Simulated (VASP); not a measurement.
**MoSe (relaxed from the rock salt structure, space group Fm-3m): computed properties**

All values below come from PBE GGA, VASP's PBE PAW potentials (set 64) (plane waves; VASP).

```
Quantity                                                              Result
----------------------------------  ----------------------------------------
space group                                                      Fm-3m (225)
cell                                 a = b = c = 5.218 Å, α = β = γ = 90.00°
volume per atom                                                17.76 Å³/atom
band gap (over mesh and band path)  none (metal, semimetal or under 0.01 eV)
density                                                           8.18 g/cm³
```

```yaml
crystal:
  lattice:
    - [0.00000, 2.60918, 2.60918]
    - [2.60918, 0.00000, 2.60918]
    - [2.60918, 2.60918, 0.00000]
  atoms:
    - { symbol: Mo, position: [0.00000, 0.00000, 0.00000] }
    - { symbol: Se, position: [0.50000, 0.50000, 0.50000] }
```

The structure was generated: MoSe was put into the rock salt type (Fm-3m), which need not be its known phase. It was relaxed first, which changed the volume by -31 %. Symmetry was kept, so distortions that lower it aren't found.
